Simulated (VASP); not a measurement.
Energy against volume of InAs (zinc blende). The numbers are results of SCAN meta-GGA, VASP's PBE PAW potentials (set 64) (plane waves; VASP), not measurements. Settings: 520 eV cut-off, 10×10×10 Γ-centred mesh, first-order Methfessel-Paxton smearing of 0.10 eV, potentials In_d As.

```tsv
V (Å³/atom)	E (eV/atom)
27.403	-27.07306
28.250	-27.07902
29.098	-27.07559
29.945	-27.06456
```

### Question
Fit these four points and predict the energy of the run at 26.555 Å³/atom.

### Answer
A cubic in V^(−2/3), the third-order Birch-Murnaghan form, passes through the four points with V0 = 28.34 Å³/atom and B0 = 58 GPa, and gives -27.0555 eV/atom there. The run gave -27.0562 eV/atom, -0.7 meV/atom from the fit; all five points give B0 = 57 GPa.

The compound is InAs in the zinc blende structure. It was relaxed first.
